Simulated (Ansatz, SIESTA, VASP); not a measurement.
## Mg3Te: programs and potentials compared

```xyz
4
Lattice="-2.1394 2.1394 5.2825 2.1394 -2.1394 5.2825 2.1394 2.1394 -5.2825" Properties=species:S:1:pos:R:3 pbc="T T T"
Te   -0.0061    0.0156    0.0051
Mg    2.1671   -0.0147    2.6670
Mg   -0.0189    2.1515    2.6494
Mg    0.0585   -0.0419    5.2926
```

The cell comes from a database or a generator and needn't be the stable form of this composition.

Atoms were shifted at random by some hundredths of an Å from the given cell, which wasn't relaxed again for these runs.

Alike in all runs: task single point; functional PBEsol; k mesh 9 × 9 × 9; occupations fermi-dirac, width 0.05 eV; no spin polarisation; no spin-orbit coupling. Pressure is positive in compression and, in plane waves, holds the error of the finite cutoff, which Ansatz's Pulay term estimates and takes out.

```csv
program and potentials,plane-wave cutoff (eV),notes,pressure (GPa),largest force (eV/Å),energy over the undisturbed cell (meV/atom)
"Ansatz, Ansatz PAW",420,"potentials made for PBE, which Ansatz adapts in part; 11.5 valence electrons an atom on average",-0.96,0.203,2.99
"SIESTA, files PseudoDojo sr-pbesol-0.4.1-standard, DZP (energy shift 0.003 Ry; two zetas on semicore shells)",-,atomic basis; 11.5 valence electrons an atom on average,0.23,0.261,3.78
"Ansatz, all-electron LAPW, scalar-relativistic",-,-,-0.97,0.202,-
"VASP, PBE PAW files Mg, Te, 520 eV",520,potentials made for PBE; 3 valence electrons an atom on average,-1.00,0.204,-
```

Force on atom 4 (Mg), eV/Å:

| program and potentials | x | y | z |
| --- | --- | --- | --- |
| Ansatz, Ansatz PAW | -0.153 | 0.132 | 0.014 |
| SIESTA, files PseudoDojo sr-pbesol-0.4.1-standard, DZP (energy shift 0.003 Ry; two zetas on semicore shells) | -0.199 | 0.168 | 0.017 |
| Ansatz, all-electron LAPW, scalar-relativistic | -0.153 | 0.131 | 0.014 |
| VASP, PBE PAW files Mg, Te, 520 eV | -0.155 | 0.133 | 0.014 |

The pressure spans -1.00 (VASP, PBE PAW files Mg, Te, 520 eV) to 0.23 GPa (SIESTA, files PseudoDojo sr-pbesol-0.4.1-standard, DZP (energy shift 0.003 Ry; two zetas on semicore shells)), with all-electron results at -0.97. Rows in atomic bases carry the error of their basis and grid, which can be large.

Differences between rows come from potentials, basis sets and numerical settings, since the functional is the same but for its coding. Runs on potential files found faulty are left out.
